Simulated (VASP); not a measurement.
# PbSe (Clausthalite): input slips in a band-gap run and what they do, part 2 of 2

Aim: see how common mistakes in a band-structure run show up, on PbSe (Clausthalite). The starting structure is a measured crystal structure from the Crystallography Open Database. Cell and atoms stay as given unless a step says otherwise.

VASP 6.6.1.

Results so far: reference 0.163 eV; a cutoff far too low 0.536 eV.

## 5. Bands with too few electronic steps

Level of this step: LDA; plane waves and PAW (Pb_d, Se) (VASP).

A slip made on purpose: too few electronic steps. Against step 2 the input has NELM = 4.

Contents of INCAR:

```
SYSTEM = PbSe
PREC = Accurate
ENCUT = 350
EDIFF = 1E-06
NELM = 4
ISMEAR = 0
SIGMA = 0.03
LREAL = .FALSE.
ALGO = Normal
GGA = CA
NBANDS = 22
LORBIT = 11
LWAVE = .FALSE.
LCHARG = .FALSE.
KPAR = 4
```

Contents of POSCAR:

```
PbSe
1.0
    0.0000000000      3.0606500000      3.0606500000
    3.0606500000      0.0000000000      3.0606500000
    3.0606500000      3.0606500000      0.0000000000
Pb Se
1 1
Direct
    0.0000000000      0.0000000000      0.0000000000
    0.5000000000      0.5000000000      0.5000000000
```

Contents of KPOINTS:

```
Automatic mesh
0
Gamma
6 6 6
0 0 0
```

Contents of KPOINTS_OPT:

```
Line mode
10
Line-mode
Reciprocal
  0.00000000   0.00000000   0.00000000 GAMMA
  0.50000000   0.00000000   0.50000000 X

  0.50000000   0.00000000   0.50000000 X
  0.50000000   0.25000000   0.75000000 W

  0.50000000   0.25000000   0.75000000 W
  0.37500000   0.37500000   0.75000000 K

  0.37500000   0.37500000   0.75000000 K
  0.00000000   0.00000000   0.00000000 GAMMA

  0.00000000   0.00000000   0.00000000 GAMMA
  0.50000000   0.50000000   0.50000000 L

  0.50000000   0.50000000   0.50000000 L
  0.62500000   0.25000000   0.62500000 U

  0.62500000   0.25000000   0.62500000 U
  0.50000000   0.25000000   0.75000000 W

  0.50000000   0.25000000   0.75000000 W
  0.50000000   0.50000000   0.50000000 L

  0.50000000   0.50000000   0.50000000 L
  0.37500000   0.37500000   0.75000000 K

  0.62500000   0.25000000   0.62500000 U
  0.50000000   0.00000000   0.50000000 X
```

The projector-augmented-wave data sets are Pb_d and Se (LDA family, release 64).

The run is started by

```console
$ mpirun -np 4 vasp_std
```

What it wrote:

```text
[... set-up lines as in an earlier step ...]
 entering main loop
       N       E                     dE             d eps       ncg     rms          rms(c)
[... 4 cycles as in an earlier step ...]
 -----------------------------------------------------------------------------
|                                                                             |
|           W    W    AA    RRRRR   N    N  II  N    N   GGGG   !!!           |
|           W    W   A  A   R    R  NN   N  II  NN   N  G    G  !!!           |
|           W    W  A    A  R    R  N N  N  II  N N  N  G       !!!           |
|           W WW W  AAAAAA  RRRRR   N  N N  II  N  N N  G  GGG   !            |
|           WW  WW  A    A  R   R   N   NN  II  N   NN  G    G                |
|           W    W  A    A  R    R  N    N  II  N    N   GGGG   !!!           |
|                                                                             |
|     The electronic self-consistency was not achieved in the given           |
|     number of steps (NELM). The forces and other quantities evaluated       |
|     might not be reliable so examine the results carefully. If you find     |
|     spurious results, we suggest increasing NELM, if you were close to      |
|     convergence or switching to a different ALGO or adjusting the           |
|     density mixing parameters otherwise.                                    |
|                                                                             |
 -----------------------------------------------------------------------------

   1 F= -.97219481E+01 E0= -.97219481E+01  d E =-.362664E-17
 Start KPOINTS_OPT (optional k-point list driver)
k-point batch [1-16\100]
       N       E                     dE             ncg
DAV:   1     0.577279879338E+03   -0.59779E+04      724
DAV:   2    -0.184986915670E+04   -0.24271E+04      772
DAV:   3    -0.202600104740E+04   -0.17613E+03      886
DAV:   4    -0.202983942746E+04   -0.38384E+01      864
[...]
k-point batch [97-100\100]
       N       E                     dE             ncg
DAV:   1     0.665125604508E+04   -0.22002E+04      176
DAV:   2     0.605241657288E+04   -0.59884E+03      194
DAV:   3     0.601227628914E+04   -0.40140E+02      240
DAV:   4     0.601146559414E+04   -0.81070E+00      182
```

The job ended after 13 s (4 MPI ranks of AMD EPYC 7R43, shared host; peak memory 0.5 GiB).

Parts of OUTCAR (step 5):

```text
  Total       -2.8342460     -2.8342460     -2.8342460      0.0000000      0.0000000     -0.0000000
  in kB      -79.1912351    -79.1912351    -79.1912351      0.0000000      0.0000000     -0.0000000
  external PRESSURE =     -79.1912351 kB  Pullay stress =       0.0000000 kB

 POSITION                                       TOTAL-FORCE (eV/Angst)
 -----------------------------------------------------------------------------------
      0.00000      0.00000      0.00000        -0.000000     -0.000000     -0.000000
      3.06065      3.06065      3.06065         0.000000      0.000000      0.000000
 -----------------------------------------------------------------------------------
    total drift:                                0.000000      0.000000      0.000000

  FREE ENERGIE OF THE ION-ELECTRON SYSTEM (eV)
  ---------------------------------------------------
  free  energy   TOTEN  =        -9.7219481316 eV

  energy  without entropy=       -9.7219481316  energy(sigma->0) =       -9.72194813

[... 2 parts as in an earlier step ...]

[... 1 further part left out ...]
[key lines of the parts left out:]
E-fermi :   4.7401
```

The electronic loop didn't reach EDIFF within its 4 cycles (NELM).

## 6. Bands with a fixed density without a density file

A slip made on purpose: a fixed density without a density file. Against step 2 the input has ICHARG = 11 (also changed: NELM).

Edit INCAR of step 5 so:

```diff
@@ -4,3 +4,3 @@
 EDIFF = 1E-06
-NELM = 4
+NELM = 60
 ISMEAR = 0
@@ -15 +15,2 @@
 KPAR = 4
+ICHARG = 11
```

POSCAR is that of step 5.

KPOINTS is that of step 5.

KPOINTS_OPT is that of step 5.

The run is started by

```console
$ mpirun -np 4 vasp_std
```

What it wrote:

```text
[banner, memory and clock lines left out]
running    4 mpi-ranks, on    1 nodes
[...]
LDA part: xc-table for (Slater(with rela. corr.)+CA(PZ))
 , standard interpolation
 POSCAR, INCAR and KPOINTS ok, starting setup
[...]
WARNING: CHGCAR is incomplete
|                                                                             |
|     EEEEEEE  RRRRRR   RRRRRR   OOOOOOO  RRRRRR      ###     ###     ###     |
|     E        R     R  R     R  O     O  R     R     ###     ###     ###     |
|     E        R     R  R     R  O     O  R     R     ###     ###     ###     |
|     EEEEE    RRRRRR   RRRRRR   O     O  RRRRRR       #       #       #      |
|     E        R   R    R   R    O     O  R   R                               |
|     E        R    R   R    R   O     O  R    R      ###     ###     ###     |
|     EEEEEEE  R     R  R     R  OOOOOOO  R     R     ###     ###     ###     |
|                                                                             |
|     ERROR: charge density could not be read from file CHGCAR for            |
|     ICHARG>10                                                               |
|                                                                             |
|       ---->  I REFUSE TO CONTINUE WITH THIS SICK JOB ... BYE!!! <----       |
|                                                                             |

1
1
1
1
```

It took 4.4 s on 4 MPI ranks.

VASP stopped with this message: “ERROR: charge density could not be read from file CHGCAR for ICHARG>10”.

## 7. All runs side by side

```csv
run,ended,gap (eV),change (eV),core minutes
reference,converged,0.163,-,1.47
no empty bands,converged,-,-,0.347
a cutoff far too low,converged,0.536,0.372,0.387
too few electronic steps,not converged,-,-,0.84
a fixed density without a density file,stopped by VASP,-,-,0.293
```

Core minutes are wall time times ranks of the run shown, on a shared host.

## 8. Results

| Property | Result |
| --- | --- |
| reference gap | 0.163 eV |
| gap with a cutoff far too low | 0.536 eV |
| run with no empty bands | converged |
| run with too few electronic steps | not converged |
| run with a fixed density without a density file | stopped by VASP |

**Reading.** VASP stopped by itself in the run with a fixed density without a density file. The run with too few electronic steps didn't converge. The run without empty bands converged, and still can't show a gap. Finished, but with signs in the output that stand out against the reference: a cutoff far too low, with the gap changed by +0.37 eV (signs: a stress of up to 1068.6 GPa). Further runs on this material are not shown.

[Lines on the potential files, build, host, timing and source positions are cut from VASP's logs without a mark.]

[Logs are printed without paths, hosts, clocks, repeated set-up lines and the standing remarks that a program may print on its own settings, such as how far it seeks lower states.]

[Hosts, paths, dates, database ids (printed as entryN), source tags and the programs' standing remarks are cut or masked in the printed files.]
